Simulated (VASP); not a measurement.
All values below come from PBE GGA, VASP's PBE PAW potentials (set 64) (plane waves; VASP 6.6.1).

Input for VASP

**INCAR**
```
SYSTEM = PbO
PREC = Accurate
ENCUT = 620
EDIFF = 1E-6
NELM = 100
ALGO = Normal
LREAL = .FALSE.
LASPH = .TRUE.
ISMEAR = 0
SIGMA = 0.05
GGA = PE
LMAXMIX = 4
LWAVE = .FALSE.
LCHARG = .FALSE.
IBRION = 2
ISIF = 3
NSW = 40
EDIFFG = -0.02
PSTRESS = 200
```

**POSCAR**
```
PbO
1
    4.0011950402     0.0000000000     0.0000000000
    0.0000000000     4.0011950402     0.0000000000
    0.0000000000     0.0000000000     4.2294663981
Pb O
2 2
Direct
  0.5000000000   0.0000000000   0.7252457157
  0.0000000000   0.5000000000   0.2747542843
  0.5000000000   0.5000000000   0.0000000000
  0.0000000000   0.0000000000   0.0000000000
```

### KPOINTS
```
Automatic mesh
0
Gamma
6 6 5
0 0 0
```

POTCAR, in this order: Pb_d O (PBE.64 set). Program: vasp_std.

**Question.** What will the output report for the number of irreducible k-points (NKPTS), largest plane-wave count, number of space-group operations, FFT grid (NGX, NGY, NGZ)?

**Answer.** 
```json
{
  "number of irreducible k-points (NKPTS)": "30",
  "largest_plane_wave_count": "2400",
  "number_of_space_group_operations": "16",
  "FFT grid (NGX, NGY, NGZ)": "32 × 32 × 36"
}
```

The compound is PbO in the litharge structure. This run relaxes it under an external pressure of 20 GPa. Symmetry was kept, so distortions that lower it aren't found.
